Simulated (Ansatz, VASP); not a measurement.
CdAg: VASP beside Ansatz

Contents of INCAR:

```
SYSTEM = CdAg
ALGO = Normal
EDIFF = 1E-6
ENCUT = 520
ISIF = 2
ISMEAR = 0
LASPH = .True.
LCHARG = .True.
LELF = .True.
LREAL = .False.
LVHAR = .True.
LWAVE = .False.
NBANDS = 18
NELM = 80
PREC = Accurate
SIGMA = 0.1
```

File KPOINTS:

```
k-points
0
Gamma
  6 6 6
  0 0 0
```

File POSCAR:

```
CdAg
1.0
    3.3300000000      0.0000000000      0.0000000000
    0.0000000000      3.3300000000      0.0000000000
    0.0000000000      0.0000000000      3.3300000000
Cd Ag
1 1
Direct
    0.5000000000      0.5000000000      0.5000000000
    0.0000000000      0.0000000000      0.0000000000
```

Input for Ansatz:

```yaml
crystal:
  lattice:
    - [3.33, 0.0, 0.0]
    - [0.0, 3.33, 0.0]
    - [0.0, 0.0, 3.33]
  atoms:
    - { symbol: Cd, position: [0.5, 0.5, 0.5] }
    - { symbol: Ag, position: [0.0, 0.0, 0.0] }
basis:
  ecutwfc: 420
kpoints:
  mp_grid: { grid: [6, 6, 6] }
hamiltonian:
  xc: lda
scf:
  occupations: { method: gaussian, width: 0.1 }
output:
  forces: true
  stress: true
  eigenvalues: true
```

Alike in both runs: task single point; functional LDA; k mesh 6 × 6 × 6; occupations gaussian, width 0.1 eV; no spin polarisation.

```csv
,VASP,Ansatz
version,VASP 6.6.1,Ansatz 0.2.0
potentials or method,"VASP PAW LDA potentials, release 64 (Cd, Ag)","scalar-relativistic, plane waves, PAW"
plane-wave cutoff (eV),520,420
valence electrons in the cell,23,39
```

```csv
,VASP,Ansatz,Ansatz less VASP
gap on the k mesh at the Fermi level (eV),none,none,-
pressure (GPa),-4.6,-5.2,-0.61
```

A gap of «none» marks a metal or a gap that the smearing closes. The two sets of potentials don't hold the same shells in valence.
